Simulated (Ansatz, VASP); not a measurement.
# Sr2Ir: VASP beside Ansatz, part 2 of 2

Aim: how closely do two programs agree when they are given the same cell, functional and k mesh? The cell is taken from a series of runs on this material, whose earlier steps may have relaxed, scaled, displaced or heated it; both programs get it as it stands.

VASP 6.6.1 and Ansatz 0.2.0.

So far: Set-up; VASP: relaxation of cell and atoms, PBEsol; Ansatz: relaxation of cell and atoms, PBEsol; Comparison.

### Step 5. VASP: zone-centre phonons, PBEsol

Level of this step: PBEsol; plane waves and PAW (Sr_sv, Ir) (VASP).

Second derivatives magnify differences that forces hide, and they need a tight electronic threshold.

Input file INCAR:

```
SYSTEM = Sr2Ir
PREC = Accurate
ENCUT = 500
EDIFF = 1E-08
NELM = 120
ISMEAR = 1
SIGMA = 0.2
LREAL = .FALSE.
ALGO = Normal
GGA = PS
NBANDS = 20
LASPH = .TRUE.
LORBIT = 11
LWAVE = .FALSE.
LCHARG = .FALSE.
ISIF = 2
IBRION = 8
GGA_COMPAT = .FALSE.
KPAR = 2
```

Input file POSCAR:

```
Sr2Ir
1.0
    0.0000000000      3.5622651037      3.5622651037
    3.5622651037      0.0000000000      3.5622651037
    3.5622651037      3.5622651037      0.0000000000
Sr Ir
2 1
Direct
    0.7500000000      0.7500000000      0.7500000000
    0.2500000000      0.2500000000      0.2500000000
    0.0000000000      0.0000000000      0.0000000000
```

Input file KPOINTS:

```
Automatic mesh
0
Gamma
12 12 12
0 0 0
```

The projector-augmented-wave data sets are Sr_sv and Ir (PBE family, release 64).

On the command line:

```bash
$ mpirun -np 2 vasp_std
```

Numbers of over 12 decimals in the logs are rounded to 6 here.

Log:

```text
[banner, memory and clock lines left out]
running    2 mpi-ranks, on    1 nodes
[...]
[... a notice as in an earlier step ...]

 LDA part: xc-table for (Slater+PW92), standard interpolation
 POSCAR, INCAR and KPOINTS ok, starting setup
[...]
entering main loop
       N       E                     dE             d eps       ncg     rms          rms(c)
DAV:   1     0.203334503855E+03    0.20333E+03   -0.13112E+04  2888   0.125E+03
DAV:   2     0.520584163684E+01   -0.19813E+03   -0.18655E+03  2964   0.331E+02
DAV:   3    -0.128311566074E+02   -0.18037E+02   -0.17526E+02  4656   0.813E+01
DAV:   4    -0.139081336462E+02   -0.10770E+01   -0.10692E+01  4316   0.165E+01
[...]
DAV:  16    -0.135635783246E+02    0.38166E-07   -0.70658E-09  2280   0.586E-04    0.594E-04
DAV:  17    -0.135635783556E+02   -0.31033E-07   -0.25396E-09  2128   0.333E-04    0.119E-04
DAV:  18    -0.135635783592E+02   -0.36407E-08   -0.84130E-10  2032   0.184E-04
   1 F= -.13563578E+02 E0= -.13561287E+02  d E =-.687555E-02
[...]
RMM:  21    -0.299117212376E+00   -0.25990E-08    0.11664E-07 25131   0.193E-04    0.166E-05
RMM:  22    -0.299117212821E+00   -0.44539E-09    0.16122E-07 24464   0.187E-04    0.169E-05
RMM:  23    -0.299117202124E+00    0.10697E-07    0.10499E-07 24614   0.183E-04    0.152E-05
 first order change of Fermi-energy   0.20573E-04
 force on displaced ion       1 direction 1 :  -3.948  -0.000  -0.000
 Linear response progress:
  Degree of freedom:   2/  2
       N       E                     dE             d eps       ncg     rms          rms(c)
RMM:   1    -0.206406865834E+00   -0.20641E+00   -0.16118E-01 11350   0.192E+00
RMM:   2    -0.205838931373E+00    0.56793E-03   -0.14928E-02 10611   0.465E-01    0.305E-01
RMM:   3    -0.206348066759E+00   -0.50914E-03   -0.88602E-04 12254   0.127E-01    0.144E-01
RMM:   4    -0.206651773162E+00   -0.30371E-03   -0.19322E-04 12637   0.623E-02    0.341E-02
[...]
RMM:  10    -0.206664432075E+00    0.51145E-06   -0.10082E-07 16149   0.411E-04    0.137E-04
RMM:  11    -0.206664377935E+00    0.54140E-07    0.38407E-08 16897   0.226E-04    0.109E-04
RMM:  12    -0.206664371654E+00    0.62812E-08   -0.69261E-08 17133   0.131E-04    0.102E-04
 first order change of Fermi-energy  -0.97340E-04
 force on displaced ion       3 direction 1 :  -4.006   0.000   0.000
 Linear response finished
```

OUTCAR, selected parts (step 5):

```text
  Total        0.1401052      0.1401052      0.1401052      0.0000000      0.0000000     -0.0000000
  in kB        2.4828829      2.4828829      2.4828829      0.0000000      0.0000000     -0.0000000
  external PRESSURE =       2.4828829 kB  Pullay stress =       0.0000000 kB

 POSITION                                       TOTAL-FORCE (eV/Angst)
 -----------------------------------------------------------------------------------
      5.34340      5.34340      5.34340        -0.000000     -0.000000     -0.000000
      1.78113      1.78113      1.78113         0.000000      0.000000      0.000000
      0.00000      0.00000      0.00000         0.000000     -0.000000     -0.000000
 -----------------------------------------------------------------------------------
    total drift:                               -0.000000     -0.000000      0.000000

[... 1 part as in an earlier step ...]

[... 1 further part left out ...]
```

### Step 6. Ansatz: zone-centre phonons, PBEsol

The same cell, functional, mesh and smearing now go to Ansatz, which takes its cutoff from its data sets.

The cell is taken from a series of runs on this material, whose earlier steps may have relaxed, scaled, displaced or heated it; both programs get it as it stands.

Input file input.yaml:

```yaml
crystal:
  lattice:
    - [0.0, 3.5622651037, 3.5622651037]
    - [3.5622651037, 0.0, 3.5622651037]
    - [3.5622651037, 3.5622651037, 0.0]
  atoms:
    - { symbol: Sr, position: [0.75, 0.75, 0.75] }
    - { symbol: Sr, position: [0.25, 0.25, 0.25] }
    - { symbol: Ir, position: [0.0, 0.0, 0.0] }
kpoints:
  mp_grid: { grid: [12, 12, 12] }
hamiltonian:
  xc: pbesol
  pseudopotentials: { kind: paw, azcp: { folder: soft_1 }, xc_functional: pbe }
scf:
  occupations: { method: methfessel_paxton, width: 0.2 }
output:
  eigenvalues: true
phonons:
  method: dfpt
```

On the command line:

```bash
$ ansatz run input.yaml --threads 4 --pin off --max-ram 10240MiB --backend cpu --events-out ev --progress --plain --runs-dir out
```

Log:

```text
zone centre: on kpoints.mp_grid the ground state, and the responses unless they are solved on pairs of k-points, stand on 163 of the mesh's 1728 k-points, reduced under 8 symmetry operations, with k and −k counted as one. Each operation leaves every solved displacement unchanged or reverses it
[...]
Crystal: 3 atoms, lattice volume = 90.408 Å³
[...]
k mesh reduced under 8 symmetry operations, with k and −k counted as one. Each operation leaves every solved displacement unchanged or reverses it
  ASR residual: 8.228e-5 → 0.000e0 eV/Å²; symmetrization residual: 1.110e-5 eV/Å²
  ASR residual per site (eV/Å²): 8.23e-5 8.23e-5 9.59e-6
  Γ frequencies (cm⁻¹): 0.00 0.00 0.00 106.74 106.74 106.74 133.89 133.89 133.89
  non-analytic LO–TO correction: not included (Born effective charges unavailable; polar crystals: no LO–TO splitting at Γ)
[key lines of the parts left out:]
SCF converged after 12 iterations
Free energy (F): -18784.967174 eV
Fermi energy:    9.599003 eV
```

### Step 7. Comparison

What differs besides the data sets and the points named for the pairs above, as far as they apply: the data sets hold 37 valence electrons in Ansatz (on its PAW soft_1 files) and 29 in VASP. Total energies have different zeros and are not compared.

Both answers:

| quantity | Ansatz | VASP | difference |
| --- | --- | --- | --- |
| optical mode 1 to 3 (cm⁻¹) | 106.7 | 109.0 | -2.11 % |
| optical mode 4 to 6 (cm⁻¹) | 133.9 | 135.2 | -0.99 % |

Modes are paired by rising frequency, not by their patterns, so a pair may set unlike modes beside each other; they are those without the splitting of longitudinal modes.

### Step 8. Summary of results

| Item | Value |
| --- | --- |
| difference in volume (relaxation of cell and atoms, PBEsol) | -0.57 % |
| r.m.s. difference of the optical zone-centre modes, each program's sorted by frequency (zone-centre phonons, PBEsol) | 1.9 cm⁻¹ |
| difference in optical mode 1 to 3 (zone-centre phonons, PBEsol) | -2.1 % |

The difference in volume is -0.57 % (relaxation of cell and atoms, PBEsol), within the 1.2 % picked in this series as the mark of a large difference, as far as the stopping tolerances let one tell. The data sets hold unlike numbers of valence electrons (37 in Ansatz and 29 in VASP), so part of the differences comes from the potentials. Among the rows given in per cent, the largest difference of the zone-centre phonons, PBEsol pair is in optical mode 1 to 3, -2.1 %. 1 further run of this series is not shown here. Such differences can come from data sets, numerical settings and the points named under the comparisons, not from the functional's error against experiment.

[Lines on the potential files, build, host, timing and source positions are cut from VASP's logs without a mark.]

[Logs are printed without paths, hosts, clocks, repeated set-up lines and the standing remarks that a program may print on its own settings, such as how far it seeks lower states.]

[Hosts, paths, dates, database ids (printed as entryN), source tags and the programs' standing remarks are cut or masked in the printed files.]
